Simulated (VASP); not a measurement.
A convergence study with VASP on InP (zinc blende): one setting is varied, all else stays as given below, so the limit is that of these other settings. Each run relaxes cell and ions from the cell shown.

```
CELL_PARAMETERS angstrom
      0.00000     2.93500     2.93500
      2.93500     0.00000     2.93500
      2.93500     2.93500     0.00000
ATOMIC_POSITIONS crystal
  In 0.00000 0.00000 0.00000
  P  0.25000 0.25000 0.25000
```

Computed with PBEsol GGA, VASP's PBE PAW potentials (set 64) (plane waves; VASP). The tightest run used: 550 eV cut-off, 12×12×12 Γ-centred mesh, Gaussian smearing of 0.050 eV, potentials In_d P.

Problem. The settings run are 2×2×2 mesh; 3×3×3 mesh; 4×4×4 mesh; 5×5×5 mesh; 6×6×6 mesh; 8×8×8 mesh; 9×9×9 mesh; 10×10×10 mesh; 11×11×11 mesh; 12×12×12 mesh. From which on does the relaxed volume stay within 0.1 Å³/atom of the tightest run?

Solution. From 4×4×4 mesh on: it is off by 0.068 there and by no more than 0.1 in any finer run, while 3×3×3 mesh is off by 0.314.
| setting | relaxed volume (Å³/atom) | E (eV/atom) | irreducible k-points | difference judged (Å³/atom) |
|---|---|---|---|---|
| 2×2×2 mesh | 28.970 | -3.6687 | 3 | 3.579 |
| 3×3×3 mesh | 25.704 | -4.3704 | 4 | 0.314 |
| 4×4×4 mesh | 25.458 | -4.5196 | 8 | 0.068 |
| 5×5×5 mesh | 25.399 | -4.5593 | 10 | 0.008 |
| 6×6×6 mesh | 25.385 | -4.5715 | 16 | 0.006 |
| 8×8×8 mesh | 25.386 | -4.5774 | 29 | 0.004 |
| 9×9×9 mesh | 25.387 | -4.5781 | 35 | 0.004 |
| 10×10×10 mesh | 25.389 | -4.5784 | 47 | 0.001 |
| 11×11×11 mesh | 25.390 | -4.5785 | 56 | 0.000 |
| 12×12×12 mesh | 25.390 | -4.5786 | 72 | 0.000 |

Left out are rungs that failed or repeat a setting and relaxations that didn't move; long series are thinned to 24 rows.

The compound is InP in the zinc blende structure.
